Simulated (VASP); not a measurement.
Output of a VASP run:

**OSZICAR**
```
...
DAV:   1    -0.199437267395E+02   -0.61786E-04   -0.16585E-04  1368   0.196E-01    0.364E-02
DAV:   2    -0.199437193061E+02    0.74334E-05   -0.20857E-05  1380   0.544E-02    0.554E-03
DAV:   3    -0.199437188038E+02    0.50231E-06   -0.10875E-06   684   0.123E-02
  10 F= -.19943719E+02 E0= -.19943913E+02  d E =-.733100E-04
       N       E                     dE             d eps       ncg     rms          rms(c)
DAV:   1    -0.199438531442E+02   -0.13384E-03   -0.66916E-04  1372   0.393E-01    0.717E-02
DAV:   2    -0.199438244472E+02    0.28697E-04   -0.83393E-05  1388   0.108E-01    0.105E-02
DAV:   3    -0.199438224301E+02    0.20170E-05   -0.41405E-06  1388   0.234E-02    0.780E-03
DAV:   4    -0.199438223465E+02    0.83607E-07   -0.12580E-06   732   0.125E-02
  11 F= -.19943822E+02 E0= -.19944016E+02  d E =-.176853E-03
       N       E                     dE             d eps       ncg     rms          rms(c)
DAV:   1    -0.199441279482E+02   -0.30552E-03   -0.27465E-03  1368   0.795E-01    0.148E-01
DAV:   2    -0.199440146049E+02    0.11334E-03   -0.33241E-04  1392   0.215E-01    0.214E-02
DAV:   3    -0.199440059823E+02    0.86226E-05   -0.16339E-05  1388   0.466E-02    0.138E-02
DAV:   4    -0.199440048631E+02    0.11192E-05   -0.50318E-06  1432   0.244E-02    0.982E-03
DAV:   5    -0.199440053745E+02   -0.51139E-06   -0.22433E-07   696   0.621E-03
  12 F= -.19944005E+02 E0= -.19944198E+02  d E =-.359881E-03
       N       E                     dE             d eps       ncg     rms          rms(c)
DAV:   1    -0.199447670652E+02   -0.76220E-03   -0.11041E-02  1368   0.159E+00    0.298E-01
DAV:   2    -0.199443139762E+02    0.45309E-03   -0.13269E-03  1392   0.431E-01    0.432E-02
DAV:   3    -0.199442779042E+02    0.36072E-04   -0.65887E-05  1388   0.936E-02    0.277E-02
DAV:   4    -0.199442719091E+02    0.59951E-05   -0.20243E-05  1428   0.489E-02    0.197E-02
DAV:   5    -0.199442730038E+02   -0.10947E-05   -0.91277E-07   852   0.124E-02    0.254E-03
DAV:   6    -0.199442730523E+02   -0.48446E-07   -0.80931E-08   696   0.419E-03
  13 F= -.19944273E+02 E0= -.19944463E+02  d E =-.627558E-03
       N       E                     dE             d eps       ncg     rms          rms(c)
DAV:   1    -0.199463956222E+02   -0.21226E-02   -0.44119E-02  1368   0.319E+00    0.599E-01
DAV:   2    -0.199445861345E+02    0.18095E-02   -0.52896E-03  1392   0.864E-01    0.867E-02
DAV:   3    -0.199444389107E+02    0.14722E-03   -0.26388E-04  1388   0.188E-01    0.556E-02
DAV:   4    -0.199444119009E+02    0.27010E-04   -0.81046E-05  1428   0.980E-02    0.397E-02
DAV:   5    -0.199444143970E+02   -0.24961E-05   -0.40283E-06  1508   0.249E-02    0.559E-03
DAV:   6    -0.199444144768E+02   -0.79808E-07   -0.10238E-07   692   0.440E-03
  14 F= -.19944414E+02 E0= -.19944601E+02  d E =-.768983E-03
       N       E                     dE             d eps       ncg     rms          rms(c)
DAV:   1    -0.199445408381E+02   -0.12644E-03   -0.24744E-03  1376   0.757E-01    0.141E-01
DAV:   2    -0.199444401228E+02    0.10072E-03   -0.29636E-04  1388   0.204E-01    0.205E-02
DAV:   3    -0.199444312798E+02    0.88430E-05   -0.14783E-05  1392   0.443E-02    0.130E-02
DAV:   4    -0.199444289353E+02    0.23445E-05   -0.45082E-06  1424   0.231E-02    0.933E-03
DAV:   5    -0.199444285127E+02    0.42258E-06   -0.20180E-07   672   0.588E-03
  15 F= -.19944429E+02 E0= -.19944616E+02  d E =-.783019E-03
```

OUTCAR:
```
------------------------ aborting loop because EDIFF is reached ----------------------------------------
  FORCE on cell =-STRESS in cart. coord.  units (eV):
  Direction    XX          YY          ZZ          XY          YZ          ZX
  --------------------------------------------------------------------------------------
  Total        0.0003052      0.0003052      0.0003052     -0.0000000      0.0000000      0.0000000
  in kB        0.0218641      0.0218641      0.0218641     -0.0000000      0.0000000      0.0000000
  external PRESSURE =       0.0218641 kB  Pullay stress =       0.0000000 kB
  volume of cell :       22.36
      direct lattice vectors                 reciprocal lattice vectors
    -0.000000000  2.236199330  2.236199330    -0.223593663  0.223593663  0.223593663
     2.236199330 -0.000000000  2.236199330     0.223593663 -0.223593663  0.223593663
     2.236199330  2.236199330 -0.000000000     0.223593663  0.223593663 -0.223593663
 POSITION                                       TOTAL-FORCE (eV/Angst)
 -----------------------------------------------------------------------------------
      0.00000      0.00000      0.00000         0.000000      0.000000      0.000000
      2.23620      2.23620      2.23620        -0.000000     -0.000000     -0.000000
 -----------------------------------------------------------------------------------
    total drift:                               -0.000000      0.000000      0.000000
  FREE ENERGIE OF THE ION-ELECTRON SYSTEM (eV)
  ---------------------------------------------------
  free  energy   TOTEN  =       -19.9444285127 eV

  energy  without entropy=      -19.9449907386  energy(sigma->0) =      -19.94461592

 reached required accuracy - stopping structural energy minimisation
```
(Selected blocks of OUTCAR.)

**POSCAR**
```
WB
1
    0.0000000000     2.6568000000     2.6568000000
    2.6568000000     0.0000000000     2.6568000000
    2.6568000000     2.6568000000     0.0000000000
W B
1 1
Direct
  0.0000000000   0.0000000000   0.0000000000
  0.5000000000   0.5000000000   0.5000000000
```

### Question
Reconstruct the remaining input files.

### Answer
One answer among several that fit: the input of the run itself, PBE GGA, plane waves, VASP's PBE PAW potentials (set 64).

KPOINTS:
```
Automatic mesh
0
Gamma
11 11 11
0 0 0
```

**INCAR**
```
ALGO = Normal
EDIFF = 1E-6
EDIFFG = -0.01
ENCUT = 520
GGA = PE
IBRION = 2
ISIF = 3
ISMEAR = 1
LASPH = .TRUE.
LCHARG = .FALSE.
LMAXMIX = 6
LREAL = .FALSE.
LWAVE = .FALSE.
NELM = 100
NSW = 60
PREC = Accurate
SIGMA = 0.1
SYSTEM = WB
```

POTCAR, in this order: W_sv B (PBE.64 set). Program: vasp_std.

Energy and stress use the plane-wave basis of the starting cell.

The structure was generated: WB was put into the rock salt type (Fm-3m), which need not be its known phase. This run relaxes it. Symmetry was kept, so distortions that lower it aren't found. The electron count is odd and the run is not spin-polarised, which forces a metal.
